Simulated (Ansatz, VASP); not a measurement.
# TiAl3 in two plane-wave programs, part 2 of 2

Aim: how closely do two programs agree when they are given the same cell, functional and k mesh? The structure shown is the end of the Ansatz relaxation below.

VASP 6.6.1 and Ansatz 0.2.0.

So far: The structure; Ansatz: relaxation, LDA; VASP: single point, LDA, pair 1.

### Step 3. VASP: single point, LDA, pair 1 (continued)

Level of this step: LDA; plane waves and PAW (Al, Ti_sv) (VASP).

Numbers of over 12 decimals in the logs are rounded to 6 here.

OUTCAR, selected parts (step 3):

```text
ion  position               nearest neighbor table
   1  0.500  0.500  0.000-   4 2.71   4 2.71   4 2.71   4 2.71   3 2.88   2 2.88   3 2.88   2 2.88
                             3 2.88   3 2.88   2 2.88   2 2.88
   2  0.750  0.250  0.500-   3 2.71   3 2.71   3 2.71   3 2.71   4 2.88   1 2.88   4 2.88   4 2.88
                             1 2.88   1 2.88   4 2.88   1 2.88
   3  0.250  0.750  0.500-   2 2.71   2 2.71   2 2.71   2 2.71   4 2.88   1 2.88   4 2.88   1 2.88
                             4 2.88   4 2.88   1 2.88   1 2.88
   4  0.000  0.000  0.000-   1 2.71   1 2.71   1 2.71   1 2.71   3 2.88   2 2.88   3 2.88   3 2.88
                             2 2.88   2 2.88   3 2.88   2 2.88

  LATTYP: Found a body centered tetragonal cell.
 ALAT       =     3.8261844282
 C/A-ratio  =     2.2488118892

 Subroutine GETGRP returns: Found 16 space group operations
 (whereof 16 operations were pure point group operations)

The static configuration has the point symmetry D_4h.

 Found    349 irreducible k-points:

   k-points           NKPTS =    349   k-points in BZ     NKDIM =    349   number of bands    NBANDS=     16

   dimension x,y,z NGX =    40 NGY =   40 NGZ =   40
   dimension x,y,z NGXF=    80 NGYF=   80 NGZF=   80

   ENCUT  =  500.0 eV  36.75 Ry    6.06 a.u.   9.27  9.27  9.27*2*pi/ulx,y,z

   NELECT =      21.0000    total number of electrons

 k-points in reciprocal lattice and weights: Automatic mesh
   0.00000000  0.00000000  0.00000000       0.000
   0.06250000  0.00000000  0.00000000       0.002
   0.12500000  0.00000000  0.00000000       0.002
   0.18750000 -0.00000000  0.00000000       0.002
   0.25000000  0.00000000  0.00000000       0.002
   0.31250000  0.00000000  0.00000000       0.002
   0.37500000 -0.00000000  0.00000000       0.002
   0.43750000  0.00000000  0.00000000       0.002
   0.50000000  0.00000000  0.00000000       0.001
[...]
-0.43750000 -0.43750000  0.43750000       0.000
   0.50000000  0.50000000  0.50000000       0.000

 average (electrostatic) potential at core
       1 -69.9208       2 -69.8458       3 -69.8458       4 -72.3242

 E-fermi :   8.0561

 k-point     1 :       0.0000    0.0000    0.0000
  band No.  band energies     occupation
    ...
      6       5.1683      2.00000
      7       5.4648      2.00000
      8       6.6669      2.00000
      9       6.8572      2.00000
     10       6.8572      2.00000
     11       8.8904     -0.00000
     12       9.8490     -0.00000
     13       9.8490     -0.00000
     14      10.3740     -0.00000
     15      10.4300     -0.00000
    ...

 k-point     2 :       0.0625    0.0000    0.0000
  band No.  band energies     occupation
    ...
      6       4.9303      2.00000
      7       5.7055      2.00000
      8       6.5846      2.00000
      9       6.7360      2.00000
     10       6.8874      2.00000
     11       8.7143     -0.00003
     12       9.7023     -0.00000
     13      10.0535     -0.00000
     14      10.2595     -0.00000
     15      10.5793     -0.00000
    ...

 k-point     3 :       0.1250    0.0000    0.0000
  band No.  band energies     occupation
    ...
      6       4.6076      2.00000
      7       5.8396      2.00000
      8       6.3139      2.00000
      9       6.6739      2.00000
     10       6.9739      2.00000
     11       8.3981     -0.03622
     12       9.3847     -0.00000
     13      10.1246     -0.00000
     14      10.4322     -0.00000
     15      10.9220     -0.00000
    ...

  Total       -1.6459611     -1.6459611     -1.6526615      0.0000000      0.0000000      0.0000000
  in kB      -41.8706132    -41.8706132    -42.0410592      0.0000000      0.0000000      0.0000000
  external PRESSURE =     -41.9274285 kB  Pullay stress =       0.0000000 kB

  energy-cutoff  :      500.00
  volume of cell :       62.98
      direct lattice vectors                 reciprocal lattice vectors
    -1.913092214  1.913092214  4.302184516     0.000000000  0.261356978  0.116220027
     1.913092214 -1.913092214  4.302184516     0.261356978  0.000000000  0.116220027
     1.913092214  1.913092214 -4.302184516     0.261356978  0.261356978  0.000000000

 POSITION                                       TOTAL-FORCE (eV/Angst)
 -----------------------------------------------------------------------------------
      0.00000      0.00000      4.30218        -0.000000     -0.000000      0.000000
     -0.00000      1.91309      2.15109         0.000000     -0.000000     -0.000000
      1.91309     -0.00000      2.15109        -0.000000      0.000000     -0.000000
      0.00000      0.00000      0.00000        -0.000000     -0.000000      0.000000
 -----------------------------------------------------------------------------------
    total drift:                               -0.000000     -0.000000      0.000000

  FREE ENERGIE OF THE ION-ELECTRON SYSTEM (eV)
  ---------------------------------------------------
  free  energy   TOTEN  =       -22.7642165687 eV

  energy  without entropy=      -22.7654573084  energy(sigma->0) =      -22.76463015

 total charge
# of ion       s       p       d       tot
------------------------------------------
    1        0.456   0.378   0.000   0.834
    2        0.416   0.410   0.000   0.826
    3        0.416   0.410   0.000   0.826
    4        2.168   6.115   2.047  10.330
--------------------------------------------------
tot          3.456   7.313   2.047  12.816

[... 3 further parts left out ...]
```

The run ends at a pressure of -4.19 GPa.

### Step 4. Differences

Known differences besides the potentials themselves: the two LDA forms differ slightly; the cutoff is 420 eV in Ansatz and 500 eV in VASP; VASP's log shows a relativistic correction to its local exchange, Ansatz's none; Ansatz's pressure holds a Pulay correction, VASP's none. Total energies have different zeros and are not compared.

Both answers:

| quantity | Ansatz | VASP | difference |
| --- | --- | --- | --- |
| pressure (GPa) | -4.23 | -4.19 | -0.03 |

### Step 5. Ansatz: relaxation, LDA

This run makes the geometry at which the two programs are then compared. The cell compared in this pair holds 64.19 Å³, against 62.98 Å³ for the pair before.

The structure compared here is the end of the Ansatz relaxation.

input.yaml reads:

```yaml
crystal:
  lattice:
    - [-1.9252778433, 1.9252778433, 4.3295877041]
    - [1.9252778433, -1.9252778433, 4.3295877041]
    - [1.9252778433, 1.9252778433, -4.3295877041]
  atoms:
    - { symbol: Al, position: [0.5, 0.5, 0.0] }
    - { symbol: Al, position: [0.75, 0.25, 0.5] }
    - { symbol: Al, position: [0.25, 0.75, 0.5] }
    - { symbol: Ti, position: [0.0, 0.0, 0.0] }
kpoints:
  mp_grid: { grid: [16, 16, 16] }
hamiltonian:
  xc: lda
  pseudopotentials: { kind: paw, azcp: { folder: soft_1 }, xc_functional: pbe }
scf:
  occupations: { method: methfessel_paxton, width: 0.2 }
output:
  forces: true
  stress: true
  eigenvalues: true
relax:
  adjacent_minimum: "off"
  f_tol: 0.001
  max_steps: 60
  cell: { stress_tol: 0.01, fix: [volume] }
```

The run is started by

```console
$ ansatz run input.yaml --threads 4 --pin off --max-ram 16384MiB --backend cpu --events-out ev --progress --plain --runs-dir out
```

Log:

```text
[...]
Crystal: 4 atoms, lattice volume = 64.194 Å³
Basis set: ecut = 420 eV, 1299 PW (Γ)
Bands: 15, of which v1, the nominal top of the filled ones, is band 11 counted from 1 (10 counted from 0)
Symmetry: 16 space group operations
[...]
k-points: 349 of 4096
[...]
--- Relaxed structure (3 steps of the walk, 3 accepted, 1 SCFs on fresh bases) ---
[...]
cell:  # Å, volume = 64.1938 Å³
    - [-1.924828, 1.924828, 4.331613]
    - [1.924828, -1.924828, 4.331613]
    - [1.924828, 1.924828, -4.331613]
  atoms:
    - { symbol: Al, position: [0.500000, 0.500000, 0] }
    - { symbol: Al, position: [0.750000, 0.250000, 0.500000] }
    - { symbol: Al, position: [0.250000, 0.750000, 0.500000] }
    - { symbol: Ti, position: [0, 0, 0] }
[key lines of the parts left out:]
SCF converged after 4 iterations
Free energy (F): -3990.539676 eV
Fermi energy:    9.126068 eV
P = ⅓ Tr σ = -6.0385 GPa (-60.385 kbar)
```

### Step 6. VASP: single point, LDA, pair 2

The same cell, functional (in two slightly different forms), mesh and smearing now go to VASP, with its own data sets.

INCAR reads:

```
SYSTEM = TiAl3
PREC = Accurate
ENCUT = 500
EDIFF = 1E-06
NELM = 120
ISMEAR = 1
SIGMA = 0.2
LREAL = .FALSE.
ALGO = Normal
GGA = CA
NBANDS = 16
LASPH = .TRUE.
LORBIT = 11
LWAVE = .FALSE.
LCHARG = .FALSE.
ISIF = 2
GGA_COMPAT = .FALSE.
KPAR = 2
```

POSCAR reads:

```
TiAl3
1.0
   -1.9248276953      1.9248276953      4.3316130106
    1.9248276953     -1.9248276953      4.3316130106
    1.9248276953      1.9248276953     -4.3316130106
Al Ti
3 1
Direct
    0.5000000000      0.5000000000      0.0000000000
    0.7500000000      0.2500000000      0.5000000000
    0.2500000000      0.7500000000      0.5000000000
    0.0000000000      0.0000000000      0.0000000000
```

KPOINTS reads:

```
Automatic mesh
0
Gamma
16 16 16
0 0 0
```

The projector-augmented-wave data sets are Al and Ti_sv (LDA family, release 64).

The run is started by

```console
$ mpirun -np 2 vasp_std
```

Log:

```text
[... set-up lines as in an earlier step ...]
 entering main loop
       N       E                     dE             d eps       ncg     rms          rms(c)
DAV:   1     0.111812586415E+03    0.11181E+03   -0.91679E+03 11168   0.117E+03
DAV:   2    -0.166937484913E+02   -0.12851E+03   -0.12643E+03 11600   0.302E+02
DAV:   3    -0.245873628915E+02   -0.78936E+01   -0.77505E+01 19232   0.671E+01
DAV:   4    -0.247468452190E+02   -0.15948E+00   -0.15936E+00 12752   0.956E+00
[...]
DAV:  11    -0.227266328588E+02    0.16083E-02   -0.88886E-03 16496   0.601E-01    0.389E-02
DAV:  12    -0.227266352983E+02   -0.24395E-05   -0.17645E-04 14136   0.992E-02    0.288E-02
DAV:  13    -0.227266354814E+02   -0.18305E-06   -0.29592E-06 14472   0.131E-02
   1 F= -.22726635E+02 E0= -.22727081E+02  d E =0.133508E-02
```

From OUTCAR (step 6):

```text
  Total       -2.4085395     -2.4085395     -2.4150406      0.0000000      0.0000000      0.0000000
  in kB      -60.1133598    -60.1133598    -60.2756173      0.0000000      0.0000000      0.0000000
  external PRESSURE =     -60.1674456 kB  Pullay stress =       0.0000000 kB

 POSITION                                       TOTAL-FORCE (eV/Angst)
 -----------------------------------------------------------------------------------
      0.00000      0.00000      4.33161         0.000000      0.000000     -0.000000
      0.00000      1.92483      2.16581        -0.000000     -0.000000     -0.000000
      1.92483      0.00000      2.16581         0.000000      0.000000      0.000000
      0.00000      0.00000      0.00000         0.000000      0.000000     -0.000000
 -----------------------------------------------------------------------------------
    total drift:                               -0.000000     -0.000000      0.000000

  FREE ENERGIE OF THE ION-ELECTRON SYSTEM (eV)
  ---------------------------------------------------
  free  energy   TOTEN  =       -22.7266354814 eV

  energy  without entropy=      -22.7279705638  energy(sigma->0) =      -22.72708051

[... 1 part as in an earlier step ...]

[... 2 further parts left out ...]
[key lines of the parts left out:]
E-fermi :   7.8656
```

The run ends at a pressure of -6.02 GPa.

### Step 7. Differences

The two programs side by side:

| quantity | Ansatz | VASP | difference |
| --- | --- | --- | --- |
| pressure (GPa) | -6.04 | -6.02 | -0.02 |

### Step 8. Outcome

| Item | Value |
| --- | --- |
| difference in pressure (single point, LDA, pair 1) | -0.034 GPa |
| difference in pressure (single point, LDA, pair 2) | -0.022 GPa |

**Reading.** The difference in pressure is -0.034 GPa (single point, LDA, pair 1), within the 1 GPa picked in this series as the mark of a large difference. Such differences can come from data sets, numerical settings and the points named under the comparisons, not from the functional's error against experiment.

[Lines on the potential files, build, host, timing and source positions are cut from VASP's logs without a mark.]

[Logs are printed without paths, hosts, clocks, repeated set-up lines and the standing remarks that a program may print on its own settings, such as how far it seeks lower states.]

[Hosts, paths, dates, database ids (printed as entryN), source tags and the programs' standing remarks are cut or masked in the printed files.]
